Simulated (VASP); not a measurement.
# H15C4N in VASP: further runs, part 2 of 2

VASP 6.6.1. Earlier steps stand in the parts before.

## (3) Single point, PBE+D3(BJ)

INCAR reads:

```
SYSTEM = H15C4N
ALGO = Fast
EDIFF = 1E-6
ENCUT = 520
GGA = PE
ISIF = 2
ISMEAR = -1
IVDW = 12
LASPH = .TRUE.
LCHARG = .FALSE.
LREAL = Auto
LWAVE = .FALSE.
NBANDS = 62
NELM = 60
PREC = Accurate
SIGMA = 0.02
```

KPOINTS reads:

```
k-points
0
G
  1 1 1
  0 0 0
```

POSCAR reads:

```
H15C4N
1.0
    7.6403210000      0.0000000000      0.0000000000
    0.0000000000      7.6403210000      0.0000000000
    0.0000000000      0.0000000000      7.6403210000
N H C
2 30 8
Direct
    0.7303750719      0.2254486428      0.7608842613
    0.6246988837      0.8688378407      0.5949488248
    0.8633276010      0.2115487033      0.7840770041
    0.6846047437      0.3300123123      0.8281981870
    0.6715162884      0.1225079417      0.8225047089
    0.5322289469      0.9626166230      0.5917290648
    0.7294981454      0.9058389039      0.5172295771
    0.5713503399      0.7587377546      0.5424117652
    0.2056065445      0.1989576092      0.6814504260
    0.3171987146      0.1737754212      0.4758177045
    0.2969901396      0.3887140344      0.5748187805
    0.0987523954      0.3366612476      0.3074609038
   -0.0185201643      0.1899134866      0.4309635682
   -0.0076567464      0.3975487417      0.5033034607
    0.7707136912      0.8269024299      0.1034642393
    0.7949011566      0.7473246216     -0.0988701914
    0.6794871577      0.6145422424      0.0619345706
    0.9867255577      0.4862622919      0.0809913615
    1.0719706672      0.6940415200      0.0872738200
    0.9641348839      0.6240575494      0.2582221349
    0.3221068853      0.5102926958      0.1942719422
    0.3794474080      0.2899616390      0.2285244298
    0.5472937590      0.4215660572      0.1592734127
    0.4055196110      0.2393616708     -0.0897082727
    0.2178835156      0.3672620561     -0.0782558743
    0.4272595353      0.4669960856     -0.1287511349
   -0.0404171500      0.6783222852      0.6368580587
    0.1674667858      0.5907212537      0.5685363220
    0.1451509694      0.7129412495      0.7638684291
    0.2570834393      0.9141108076      0.5064970438
    0.0622356050      0.8656442576      0.3956378273
    0.0535056053      0.9857570120      0.5893469659
    0.2317311014      0.2566515203      0.5503957229
    0.0728765192      0.2967545474      0.4416044823
    0.7950974835      0.6990936637      0.0414118726
    0.9597633398      0.6236387188      0.1194975970
    0.4071294910      0.4033861928      0.1446536081
    0.3616340204      0.3686494324     -0.0501680492
    0.1002837446      0.7049572917      0.6274081940
    0.1238429642      0.8741124882      0.5242842545
```

Potentials or basis: VASP PAW PBE potentials, release 64 (N, H, C).

On the command line:

```console
cat potpaw_PBE.64/N/POTCAR potpaw_PBE.64/H/POTCAR potpaw_PBE.64/C/POTCAR > POTCAR
mpirun -np 1 vasp_gam > vasp.out
```

Wall time 70 s (1 thread of Intel Xeon Platinum 8488C (Sapphire Rapids), shared host); peak memory 0.49 GiB.

It converged, with:

- Free energy: -201.4674 eV
- Pressure: 0.9 GPa
- Largest force: 2.258 eV/Å
- Band gap on the k mesh: 4.53 eV, direct
- Dispersion energy per atom: -0.034 eV

Forces on the atoms (eV/Å):
```
N    0.444 -0.425  0.041
N    0.875 -0.431 -0.106
H   -0.642  0.219 -0.018
H    0.242  0.532  0.093
H    0.129 -0.312 -0.148
H   -0.183  0.519 -0.143
H   -0.703 -0.044  0.371
H    0.009 -0.111 -0.105
H   -0.030  0.149 -0.604
H    0.780 -0.371 -0.065
H   -0.043 -1.252 -0.087
H    0.362  0.165 -0.103
H   -0.306 -0.804 -0.061
H    0.002  0.271 -0.029
H   -0.321 -0.077  0.461
H    0.394 -1.055  0.623
H    0.235  0.307 -0.074
H   -0.218  0.246 -0.098
H    1.698  1.203 -0.878
H   -0.533 -0.065  1.370
H    0.793  0.004  0.028
H   -0.185 -0.090 -0.187
H    0.241  0.584  0.147
H    0.307 -0.270 -0.154
H    0.656  0.351  0.273
H   -0.075  0.245 -0.501
H   -0.079 -0.264 -0.047
H   -0.217  0.440 -0.032
H    0.190  0.191 -0.059
H    0.724  0.002 -0.081
H    0.042 -0.168 -0.287
H    0.428 -0.688 -0.144
C    0.276  1.791  0.573
C   -1.117  0.166  0.294
C   -0.627  1.193 -0.669
C   -0.677 -1.581 -0.872
C   -1.110 -0.597 -0.368
C   -0.593 -0.212  0.954
C   -0.026  0.023  0.101
C   -1.140  0.216  0.589
```

Stress tensor (GPa, compression positive):
```
 1.00  0.65 -0.51
 0.65  1.15  0.36
-0.51  0.36  0.41
```

Levels at points of the mesh, in eV from the valence-band top:
| k point | band 32 | band 33 | band 34 | band 35 | band 36 | band 37 | band 38 | band 39 | band 40 | band 41 |
| --- | --- | --- | --- | --- | --- | --- | --- | --- | --- | --- |
| (0.00, 0.00, 0.00) | -1.79 | -1.57 | -1.47 | -0.06 | 0.00 | 4.53 | 6.08 | 6.45 | 6.65 | 6.89 |

PBE gaps usually lie below the measured ones, often by a third to a half.

## (4) Single point, PBE+D3(BJ)

INCAR reads:

```
PREC     = Accurate       # precision mode
ENCUT    = 520            # plane-wave cutoff, eV
EDIFF    = 1E-7           # SCF threshold, eV
ISMEAR   = -1             # smearing method
SIGMA    = 0.02           # smearing width, eV
LREAL    = Auto         
LASPH    = True           # aspherical terms in the spheres
NELM     = 80             # most SCF steps
ALGO     = Normal         # electronic algorithm
ISIF     = 2              # what is computed and relaxed
LWAVE    = False          # write WAVECAR
LCHARG   = False          # write CHGCAR
GGA      = PE             # functional
IVDW     = 12             # dispersion correction
NBANDS   = 62             # bands
```

KPOINTS reads:

```
Automatic mesh
0
Gamma
  1 1 1
```

POSCAR reads:

```
H15C4N
1.0
    7.6403210000      0.0000000000      0.0000000000
    0.0000000000      7.6403210000      0.0000000000
    0.0000000000      0.0000000000      7.6403210000
N H C
2 30 8
Direct
    0.7444975152      0.2345189423      0.7635150408
    0.6308897231      0.8472680664      0.6030505786
    0.8784185900      0.2313646246      0.7411076053
    0.7023396007      0.3304311429      0.8477130738
    0.7098916394      0.1172987365      0.8215885170
    0.5717168166      0.9687812855      0.6117674899
    0.7176923587      0.8506972416      0.5033558145
    0.5293887521      0.7713157602      0.5576074618
    0.2028972343      0.2457095716      0.6938451932
    0.3175651913      0.1442216891      0.5247554389
    0.3294625972      0.3668170487      0.5526469372
    0.0907946145      0.2834828537      0.3097906488
   -0.0354697139      0.1794165455      0.4724670600
    0.0161773308      0.4162783213      0.4870606876
    0.8372684865      0.8729607041      0.0385455009
    0.7861711569      0.6866203658     -0.0758737755
    0.6888454032      0.7107816543      0.1253874019
    0.9588078825      0.4916416470      0.1019067131
    1.1112229447      0.6745920754      0.1121680620
    0.9433635053      0.6453786431      0.2804855974
    0.3727330305      0.5306059785      0.2076614320
    0.4032291313      0.3116230326      0.2374900217
    0.5658793655      0.4291966267      0.1493785405
    0.4022998510      0.2604733492     -0.0954279277
    0.2188258844      0.3908081872     -0.0363728173
    0.4078886214      0.4781998034     -0.1416039981
    0.0298678550      0.6816205759      0.6933347434
    0.1752805936      0.6003936222      0.5223078978
    0.2557745938      0.7213833031      0.7026929889
    0.2389559287      0.9102889787      0.4333456670
   -0.0001963268      0.8631050973      0.4304923838
    0.1022339245      0.9735323948      0.6040191243
    0.2361157339      0.2567431395      0.5550421245
    0.0655338958      0.2845299301      0.4541824879
    0.8125443944      0.7293934378      0.0518041061
    0.9675509707      0.6288610125      0.1395883759
    0.4260292205      0.4131501805      0.1424416592
    0.3587152948      0.3855858936     -0.0378256359
    0.1475723337      0.7026144582      0.6100136369
    0.1248769522      0.8658929383      0.5061043901
```

On the command line:

```console
cat potpaw_PBE.64/N/POTCAR potpaw_PBE.64/H/POTCAR potpaw_PBE.64/C/POTCAR > POTCAR
mpirun -np 1 vasp_gam > vasp.out
```

It took 66 s on 1 thread of Intel Xeon Platinum 8488C (Sapphire Rapids), shared host; peak memory 0.51 GiB.

Results (log left out):

| Item | Value |
| --- | --- |
| Free energy | -201.3344 eV |
| Pressure | 0.3 GPa |
| Largest force | 2.477 eV/Å |
| Band gap on the k mesh | 4.40 eV, direct |
| Dispersion energy per atom | -0.034 eV |

Forces on the atoms (eV/Å):
```
N   -0.140 -0.696  0.133
N   -1.236  0.082  0.273
H   -0.836  0.359  0.455
H    0.645 -0.054 -0.257
H    0.301  0.364 -0.237
H    0.593 -0.162 -0.112
H    0.344  0.251 -0.332
H    0.283 -0.174  0.153
H    0.067 -0.155  0.249
H   -0.148 -0.345 -0.374
H   -0.387  0.186 -0.323
H   -0.093  0.138  0.515
H    0.525  0.728  0.258
H   -0.339 -0.492 -0.053
H   -0.073 -0.468  0.301
H   -0.211 -0.611 -1.738
H    0.380  0.074  0.020
H    0.065 -0.324  0.207
H   -1.955 -0.263  0.061
H    0.447 -0.457 -0.026
H   -0.065  0.065 -0.280
H   -0.501 -0.876  0.064
H    0.873  0.181 -0.213
H   -0.273 -0.164  0.363
H   -0.912 -0.075 -0.303
H   -0.323  0.002  0.929
H    0.313 -0.331 -0.474
H    0.245 -1.581 -0.594
H    0.217 -0.269  0.004
H   -0.014 -0.311 -0.545
H    0.841  0.034 -0.182
H    0.073 -0.399 -0.539
C   -0.017  0.452  0.759
C    0.423 -0.322 -1.224
C    0.877  0.947  1.167
C    0.370  1.145 -0.167
C    0.458  1.016  1.087
C    0.862 -0.171 -1.456
C   -0.174  1.008  1.384
C   -1.504  1.667  1.044
```

Stress tensor (GPa, compression positive):
```
-1.79  0.08  0.79
 0.08  1.61  0.01
 0.79  0.01  0.96
```

Levels at points of the mesh, in eV from the valence-band top:
```csv
k point,band 32,band 33,band 34,band 35,band 36,band 37,band 38,band 39,band 40,band 41
"(0.00, 0.00, 0.00)",-1.92,-1.68,-1.63,-0.38,0.00,4.40,6.03,6.35,6.54,6.63
```
